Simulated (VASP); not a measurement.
# Rh in VASP: notebook, part 2 of 2

VASP 6.6.1. The steps go on from the part before.

### Step 3. Single point, PBEsol+U

File INCAR:

```
ALGO = Normal ; DIPOL = 0.5 0.5 0.294
EDIFF = 1E-6 ; ENCUT = 520
GGA = PS ; IDIPOL = 3
ISIF = 2 ; ISMEAR = -1
LASPH = True ; LCHARG = True
LDAU = True ; LDAUJ = 0
LDAUL = 2 ; LDAUPRINT = 1
LDAUTYPE = 2 ; LDAUU = 2
LDIPOL = True ; LELF = True
LMAXMIX = 4 ; LREAL = False
LVACPOTAV = True ; LVHAR = True
LWAVE = False ; NELM = 60
PREC = Accurate ; SIGMA = 0.05
```

File KPOINTS:

```
k-points
0
Gamma
  11 11 1
```

File POSCAR:

```
Rh
1.0
    2.4265300000      0.1231000000      0.0000000000
   -0.2893500000      2.4123600000      0.0000000000
    0.0000000000      0.0000000000     23.8000000000
Rh
1
Direct
    0.5000000000      0.5000000000      0.2941200000
```

Potentials or basis: VASP PAW PBE potentials, release 64 (Rh_pv).

Started as:

```bash
$ cat potpaw_PBE.64/Rh_pv/POTCAR > POTCAR
$ mpirun -np 1 vasp_std > vasp.out
```

OUTCAR:

```text
EDIFF = 1E-6
   ENCUT = 520
   GGA = PS
   ISIF = 2
   ISMEAR = -1
   LASPH = True
   LREAL = False
   NELM = 60
   PREC = Accurate

 ion  position               nearest neighbor table
   1  0.500  0.500  0.294-

  LATTYP: Found a base centered orthorhombic cell.
 ALAT       =     3.3160361524
 B/A-ratio  =     1.0711588953
 C/A-ratio  =     7.1772438255

  Lattice vectors:

 A1 = (   2.4265300000,   0.1231000000,   0.0000000000)
 A2 = (  -0.2893500000,   2.4123600000,   0.0000000000)
 A3 = (   0.0000000000,   0.0000000000,  23.8000000000)

Analysis of symmetry for initial positions (statically):
=====================================================================
 Subroutine PRICEL returns:
 Original cell was already a primitive cell.

 Routine SETGRP: Setting up the symmetry group for a
 base centered orthorhombic supercell.

 Subroutine GETGRP returns: Found  8 space group operations
 (whereof  4 operations were pure point group operations)
 out of a pool of  8 trial point group operations.

The static configuration has the point symmetry C_2v.
 The point group associated with its full space group is D_2h.

Analysis of symmetry for dynamics (positions and initial velocities):
=====================================================================
[... 216 lines left out ...]
      9      -2.8368      0.00000
     10      -2.4670      0.00000
     11       1.4809      0.00000
[... 309 lines left out ...]
 k-point    24 :      -0.1818    0.1818    0.0000
  band No.  band energies     occupation
      1     -49.8461      2.00000
      2     -49.7821      2.00000
      3     -49.3946      2.00000
      4      -7.8784      2.00000
      5      -7.7727      2.00000
      6      -5.6703      2.00000
      7      -5.5877      2.00000
      8      -4.7329      2.00000
      9      -4.3038      1.98965
     10       0.4596      0.00000
     11       3.0123      0.00000

 [... further k-points ...]

------------------------ aborting loop because EDIFF is reached ----------------------------------------

  FORCE on cell =-STRESS in cart. coord.  units (eV):
  Direction    XX          YY          ZZ          XY          YZ          ZX
  --------------------------------------------------------------------------------------
  -------------------------------------------------------------------------------------
  Total       -1.3545535     -1.3006055     -0.0128076      0.1570824      0.0000000      0.0000000
  in kB      -15.4834368    -14.8667763     -0.1463995      1.7955555      0.0000000      0.0000000
  external PRESSURE =     -10.1655376 kB  Pullay stress =       0.0000000 kB

 VOLUME and BASIS-vectors are now :
 -----------------------------------------------------------------------------
  energy-cutoff  :      520.00
  volume of cell :      140.16
      direct lattice vectors                 reciprocal lattice vectors
     2.426530000  0.123100000  0.000000000     0.409618631  0.049131618  0.000000000
    -0.289350000  2.412360000  0.000000000    -0.020902375  0.412024697  0.000000000
     0.000000000  0.000000000 23.800000000     0.000000000  0.000000000  0.042016807

 POSITION                                       TOTAL-FORCE (eV/Angst)
 -----------------------------------------------------------------------------------
      1.06859      1.26773      7.00006        -0.000000      0.000000      0.000000
 -----------------------------------------------------------------------------------
    total drift:                                0.000000      0.000000      0.000082

  FREE ENERGIE OF THE ION-ELECTRON SYSTEM (eV)
  ---------------------------------------------------
  free  energy   TOTEN  =        -4.0614240652 eV

  energy  without entropy=       -4.0434856496  energy(sigma->0) =       -4.05245486

 vacuum level on the upper side and lower side of the slab         1.717         1.717
```

It took 48 s on 1 thread of Intel Xeon Platinum 8488C (Sapphire Rapids), shared host; peak memory 0.24 GiB.

What came out:

* Free energy: -4.0614 eV
* Band gap on the k mesh: none (metal or under the smearing width)
* Work function of the upper face: 5.76 eV
* Work function of the lower face: 5.76 eV

Eigenvalues of the final occupation matrices:
| site | spin | trace | eigenvalues |
| --- | --- | --- | --- |
| site 1 d | 1 | 3.65 | 0.66 0.68 0.71 0.73 0.87 |
| site 1 d | 2 | 3.65 | 0.66 0.68 0.71 0.73 0.87 |

Caveat: the PAW data sets were made with another functional, which shifts forces and pressure a little; U without spin polarisation on a metal has little footing; the U is typed as a test and isn't derived for this compound.

### Step 4. Single point, PBEsol+U

INCAR: that of step 3 with these lines changed.

```diff
@@ -7,3 +7,3 @@
 LDAUL = 2 ; LDAUPRINT = 1
-LDAUTYPE = 2 ; LDAUU = 2
+LDAUTYPE = 2 ; LDAUU = 3
 LDIPOL = True ; LELF = True
```

KPOINTS is that of step 3.

POSCAR is that of step 3.

Started as:

```bash
$ cat potpaw_PBE.64/Rh_pv/POTCAR > POTCAR
$ mpirun -np 1 vasp_std > vasp.out
```

Run time: 48 s. Hardware: 1 thread of Intel Xeon Platinum 8488C (Sapphire Rapids), shared host; peak memory 0.24 GiB.

The run converged. Its results:

```yaml
Free_energy: -3.1126 eV
Band_gap_on_the_k_mesh: none (metal or under the smearing width)
Work_function_of_the_upper_face: 5.80 eV
Work_function_of_the_lower_face: 5.80 eV
```

Levels at points of the mesh, in eV from the Fermi level:
| k point | band 4 | band 5 | band 6 | band 7 | band 8 | band 9 | band 10 | band 11 |
| --- | --- | --- | --- | --- | --- | --- | --- | --- |
| (0.00, 0.00, 0.00) | -5.68 | -5.67 | -2.15 | 0.20 | 0.41 | 1.24 | 1.68 | 5.57 |

Eigenvalues of the final occupation matrices:
| site | spin | trace | eigenvalues |
| --- | --- | --- | --- |
| site 1 d | 1 | 3.67 | 0.66 0.67 0.71 0.74 0.89 |
| site 1 d | 2 | 3.67 | 0.66 0.67 0.71 0.74 0.89 |

Caveat: the PAW data sets were made with another functional, which shifts forces and pressure a little; U without spin polarisation on a metal has little footing; the U is typed as a test and isn't derived for this compound.

### Step 5. Single point, PBEsol+U

INCAR: that of step 4 with these lines changed.

```diff
@@ -7,3 +7,3 @@
 LDAUL = 2 ; LDAUPRINT = 1
-LDAUTYPE = 2 ; LDAUU = 3
+LDAUTYPE = 2 ; LDAUU = 4
 LDIPOL = True ; LELF = True
```

KPOINTS is that of step 4.

POSCAR is that of step 4.

Started as:

```bash
$ cat potpaw_PBE.64/Rh_pv/POTCAR > POTCAR
$ mpirun -np 1 vasp_std > vasp.out
```

Wall time 49 s (1 thread of Intel Xeon Platinum 8488C (Sapphire Rapids), shared host); peak memory 0.24 GiB.

It converged, with:

```yaml
Free_energy: -2.1793 eV
Band_gap_on_the_k_mesh: none (metal or under the smearing width)
Work_function_of_the_upper_face: 5.81 eV
Work_function_of_the_lower_face: 5.81 eV
```

Levels at points of the mesh, in eV from the Fermi level:
| k point | band 3 | band 4 | band 5 | band 6 | band 7 | band 8 | band 9 | band 10 | band 11 |
| --- | --- | --- | --- | --- | --- | --- | --- | --- | --- |
| (0.00, 0.00, 0.00) | -45.00 | -5.80 | -5.74 | -2.19 | 0.17 | 0.47 | 1.30 | 1.78 | 5.59 |

Eigenvalues of the final occupation matrices:
```
    site  spin  trace               eigenvalues
site 1 d     1   3.69  0.65 0.66 0.71 0.76 0.91
site 1 d     2   3.69  0.65 0.66 0.71 0.76 0.91
```

Caveat: the PAW data sets were made with another functional, which shifts forces and pressure a little; U without spin polarisation on a metal has little footing; the U is typed as a test and isn't derived for this compound.

### Step 6. The runs side by side

```csv
level,U,gap on the mesh (eV),work function (eV)
PBEsol,-,none,5.69
PBEsol+U,Rh d U = 2 eV,none,5.76
PBEsol+U,Rh d U = 3 eV,none,5.80
PBEsol+U,Rh d U = 4 eV,none,5.81
```

Alike in all rows: task single point; potentials or basis VASP PAW PBE potentials, release 64 (Rh_pv); no spin polarisation; cell as given; k mesh 11 × 11 × 1; cutoff (eV) 520; smearing fermi-dirac 0.05 eV.

Every run on the cell as given and a fine mesh finds a metal.

Caveats: the PAW data sets were made with another functional, which shifts forces and pressure a little; U without spin polarisation on a metal has little footing (some runs); the U is typed as a test and isn't derived for this compound (some runs).

Absolute energies hang on the potentials; compare differences alone.
